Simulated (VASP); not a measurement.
```xyz
8
Lattice="0.0000 2.5300 2.5300 2.5300 0.0000 2.5300 10.1200 10.1200 0.0000" Properties=species:S:1:pos:R:3 pbc="T T T"
Be     0.0000     0.0000     0.0000
Be     2.5300     2.5300     0.0000
Be     5.0600     5.0600     0.0000
Be     7.5900    10.1200     2.5300
Te     1.2650     1.2650     1.2650
S      3.7950     3.7950     1.2650
S      6.3250     6.3250     1.2650
S      8.8550     8.8550     1.2650
```

Method: PBEsol GGA, VASP's PBE PAW potentials (set 64) (plane waves; VASP 6.6.1). Run with 400 eV cut-off, 8×8×2 Γ-centred mesh, Gaussian smearing of 0.050 eV, potentials Be Te S.

Task: The ions, cell shape and volume are relaxed. Give the cell that the relaxation ends in.

Result: 
```xyz
8
Lattice="0.0000 2.5249 2.5249 2.5249 0.0000 2.5249 10.0934 10.0934 0.0062" Properties=species:S:1:pos:R:3 pbc="T T T"
Be     9.9319     9.9319     0.1677
Be     5.1979     5.1979     4.9017
Be     7.6180     7.6180     5.0065
Be     7.5237     7.5237     0.0510
Te     1.2711     1.2711     1.2538
S      3.8802     3.8802     1.1696
S      6.3105     6.3105     1.2642
S      8.7384     8.7384     1.3612
```
Space group R3m (160), at a tolerance of 0.03 Å.

Task: How do energy and volume change from the first to the last step?

Result: The energy (σ→0) changes by -82.7 meV/atom and the volume by -0.7 %, in 15 ionic steps.

```json
[
 {"step": "1", "E(σ→0) (eV)": "-38.5142", "max force (eV/Å)": "2.488", "pressure (GPa)": "1.22", "volume (Å³)": "129.55"},
 {"step": "2", "E(σ→0) (eV)": "-38.8964", "max force (eV/Å)": "1.202", "pressure (GPa)": "-1.17", "volume (Å³)": "131.87"},
 {"step": "3", "E(σ→0) (eV)": "-38.9609", "max force (eV/Å)": "1.047", "pressure (GPa)": "-2.37", "volume (Å³)": "133.44"},
 {"step": "4", "E(σ→0) (eV)": "-39.1003", "max force (eV/Å)": "0.738", "pressure (GPa)": "-0.04", "volume (Å³)": "129.00"},
 {"step": "5", "E(σ→0) (eV)": "-39.1138", "max force (eV/Å)": "0.609", "pressure (GPa)": "1.12", "volume (Å³)": "127.12"},
 {"step": "6", "E(σ→0) (eV)": "-39.1593", "max force (eV/Å)": "0.395", "pressure (GPa)": "0.26", "volume (Å³)": "128.15"},
 {"step": "7", "E(σ→0) (eV)": "-39.1600", "max force (eV/Å)": "0.392", "pressure (GPa)": "0.15", "volume (Å³)": "128.30"},
 {"step": "8", "E(σ→0) (eV)": "-39.1739", "max force (eV/Å)": "0.098", "pressure (GPa)": "-0.23", "volume (Å³)": "128.92"},
 {"step": "9", "E(σ→0) (eV)": "-39.1744", "max force (eV/Å)": "0.096", "pressure (GPa)": "-0.31", "volume (Å³)": "129.05"},
 {"step": "10", "E(σ→0) (eV)": "-39.1752", "max force (eV/Å)": "0.034", "pressure (GPa)": "0.16", "volume (Å³)": "128.34"},
 {"step": "11", "E(σ→0) (eV)": "-39.1754", "max force (eV/Å)": "0.028", "pressure (GPa)": "0.06", "volume (Å³)": "128.52"},
 {"step": "12", "E(σ→0) (eV)": "-39.1755", "max force (eV/Å)": "0.018", "pressure (GPa)": "0.01", "volume (Å³)": "128.59"},
 {"step": "13", "E(σ→0) (eV)": "-39.1755", "max force (eV/Å)": "0.021", "pressure (GPa)": "0.00", "volume (Å³)": "128.61"},
 {"step": "14", "E(σ→0) (eV)": "-39.1755", "max force (eV/Å)": "0.011", "pressure (GPa)": "-0.03", "volume (Å³)": "128.64"},
 {"step": "15", "E(σ→0) (eV)": "-39.1755", "max force (eV/Å)": "0.008", "pressure (GPa)": "-0.03", "volume (Å³)": "128.66"}
]
```

The structure was generated: Be4S3Te was put into an ordered model structure (R3m), which need not be its known phase. This run relaxes it. Symmetry was kept, so distortions that lower it aren't found.
